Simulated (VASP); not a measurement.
Data:

```
Al35TiN35
1.0
    4.69327    -8.12898     0.00000
    4.69327     8.12898     0.00000
    0.00000     0.00000    10.01920
Al N Ti
35 35 1
Direct
  0.22278   0.11373   0.25026
  0.11127   0.22329   0.99799
  0.22153   0.10967   0.75192
  0.11089   0.22925   0.50685
  0.23022   0.44884   0.24729
  0.11133   0.55487   0.99779
  0.22185   0.44422   0.74422
  0.11110   0.54833   0.50622
  0.22275   0.77599   0.25024
  0.11103   0.88889   0.00195
  0.22149   0.77839   0.75173
  0.11022   0.88853   0.50131
  0.55582   0.11131   0.25006
  0.44426   0.22181   0.99931
  0.55561   0.11113   0.75092
  0.44339   0.21996   0.50173
  0.55763   0.44384   0.24493
  0.44527   0.55603   0.99414
  0.55451   0.44497   0.74853
  0.55761   0.78066   0.24513
  0.44429   0.88922   0.99930
  0.55457   0.77629   0.74854
  0.44340   0.89025   0.50172
  0.89140   0.11361   0.25002
  0.77724   0.22199   0.00121
  0.88636   0.10931   0.75231
  0.77749   0.22213   0.50073
  0.89135   0.44467   0.24979
  0.77787   0.55550   0.00001
  0.88647   0.44369   0.75195
  0.77973   0.55631   0.50046
  0.88974   0.77834   0.25014
  0.77776   0.88901   0.00015
  0.88792   0.77729   0.75040
  0.77972   0.89015   0.50056
  0.22219   0.11529   0.44269
  0.11246   0.22449   0.19004
  0.22199   0.11028   0.94270
  0.10750   0.21708   0.69704
  0.11235   0.55508   0.18975
  0.22197   0.44438   0.93920
  0.10763   0.55703   0.69653
  0.22219   0.77387   0.44263
  0.11235   0.88967   0.19382
  0.22203   0.77850   0.94252
  0.11028   0.88846   0.69178
  0.55524   0.11104   0.44161
  0.44467   0.22169   0.19068
  0.55565   0.11122   0.94169
  0.44367   0.22126   0.69190
  0.55707   0.44054   0.43843
  0.45326   0.56011   0.18522
  0.55643   0.44347   0.94001
  0.44339   0.55504   0.69283
  0.55711   0.78330   0.43865
  0.44463   0.88979   0.19071
  0.55642   0.77970   0.94001
  0.44367   0.88909   0.69188
  0.89043   0.11347   0.44181
  0.77790   0.22235   0.19238
  0.88748   0.11059   0.94278
  0.77721   0.22187   0.69190
  0.89047   0.44372   0.44160
  0.78032   0.55615   0.19162
  0.88759   0.44363   0.94251
  0.77683   0.55517   0.69078
  0.88905   0.77792   0.44154
  0.78033   0.89111   0.19174
  0.88887   0.77780   0.94192
  0.77689   0.88835   0.69085
  0.42499   0.54579   0.47841
```

Computed with HSE06 screened hybrid, VASP's PBE PAW potentials (set 64) (plane waves; VASP). Numerical set-up: PREC = Normal, LREAL = Auto, ISYM = 0, EDIFF = 1E-5, 400 eV cut-off, 1×1×1 Γ-centred mesh, Gaussian smearing of 0.050 eV, potentials Al N Ti.

The supercell is sampled at Γ alone, which is coarse: total energies, pressure and levels can be off, energies of defects by several tenths of an eV.

### Question
Estimate the energy per atom (σ→0).

### Answer

The energy per atom (σ→0) comes out as -8.672 eV/atom.

Only differences to runs with the same potentials and settings are physical.

The cell is a supercell with a defect, built from AlN (wurtzite): Ti_Al-vac_N. The cell's shape comes from a PBE relaxation. The run is not spin-polarised, so no state with unpaired spins was tried.
